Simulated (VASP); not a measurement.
A convergence study with VASP on MgS (rock salt): one setting is varied, all else stays as given below, so the limit is that of these other settings. Each run relaxes cell and ions; the cell shown is the tightest run's result. The basis is that of the starting cell, so low cut-offs carry a Pulay error.

```
CELL_PARAMETERS angstrom
      0.00000     2.61174     2.61174
      2.61174     0.00000     2.61174
      2.61174     2.61174     0.00000
ATOMIC_POSITIONS crystal
  Mg 0.00000 0.00000 0.00000
  S  0.50000 0.50000 0.50000
```

Computed with PBE GGA, VASP's PBE PAW potentials (set 64) (plane waves; VASP). The tightest run used: 700 eV cut-off, 8×8×8 Γ-centred mesh, Gaussian smearing of 0.050 eV, potentials Mg S.

The reference is ENCUT = 700, which took about 20 core-seconds. Times come from single runs on busy shared machines, so they are rough: good to a factor of about 2.

**Question.** Of the settings ENCUT = 150; ENCUT = 200; ENCUT = 300; ENCUT = 350; ENCUT = 400; ENCUT = 450; ENCUT = 500; ENCUT = 550; ENCUT = 600; ENCUT = 650; ENCUT = 700, which is the lowest that keeps the difference from the reference in relaxed volume (Å³/atom) within 0.02 from there on, and what does it cost?

**Answer.** ENCUT = 350; its cost over the reference is about 1/3.
```
setting      difference in relaxed volume (Å³/atom)  cost over the reference
-----------  --------------------------------------  -----------------------
ENCUT = 150                                   1.864     within a factor of 2
ENCUT = 200                                   0.764                about 1/3
ENCUT = 300                                   0.045                about 1/3
ENCUT = 350                                   0.000                about 1/3
ENCUT = 400                                   0.002                about 1/2
ENCUT = 450                                   0.008     within a factor of 2
ENCUT = 500                                   0.008     within a factor of 2
ENCUT = 550                                   0.005     within a factor of 2
ENCUT = 600                                   0.001     within a factor of 2
ENCUT = 650                                   0.000     within a factor of 2
ENCUT = 700                                   0.000                reference
```

Left out are rungs that failed or repeat a setting and relaxations that didn't move; long series are thinned to 24 rows.

The compound is MgS in the rock salt structure.
